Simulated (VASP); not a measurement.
Crystal: Au.

```
Au
1.0
     0.00000    2.05850    2.05850
     2.05850    0.00000    2.05850
     2.05850    2.05850    0.00000
Au
1
Cartesian
  0.0000 0.0000 0.0000
```

* Program: VASP 6.6.1
* Task: relaxation of cell and atoms
* Functional: PBEsol
* Potentials or basis: VASP PAW PBE potentials, release 64 (Au)
* Cutoff: 600 eV
* k mesh: 6 × 6 × 6
* Occupations: gaussian, width 0.1 eV
* Spin: no spin polarisation

At the start: pressure -3.0 GPa; volume 17.45 Å³/atom.

Q: How do energy, volume and symmetry change on relaxing?

A: Over 3 steps the energy falls by 3.1 meV/atom and the volume is 17.13 Å³/atom (-1.8 %); space group Fm-3m (No. 225, to 0.05 Å).

The path:
| step | energy change (eV) | largest force (eV/Å) | pressure (GPa) | volume (Å³) |
| --- | --- | --- | --- | --- |
| 1 | 0.0000 | 0.0000 | -3.04 | 17.45 |
| 2 | 0.0056 | 0.0000 | 5.69 | 16.62 |
| 3 | -0.0031 | 0.0000 | -0.03 | 17.13 |

Final structure:
```cif
data_structure
_symmetry_space_group_name_H-M 'P 1'
_symmetry_Int_Tables_number 1
_cell_length_a 2.8935
_cell_length_b 2.8935
_cell_length_c 2.8935
_cell_angle_alpha 60.000
_cell_angle_beta 60.000
_cell_angle_gamma 60.000
_cell_volume 17.13
loop_
_atom_site_label
_atom_site_type_symbol
_atom_site_fract_x
_atom_site_fract_y
_atom_site_fract_z
_atom_site_occupancy
Au1 Au 0.00000 0.00000 0.00000 1
```

Caveat: the k mesh is coarse (spacing up to 0.44 Å⁻¹), so the values aren't converged; the PAW data sets were made with another functional, which shifts forces and pressure a little.
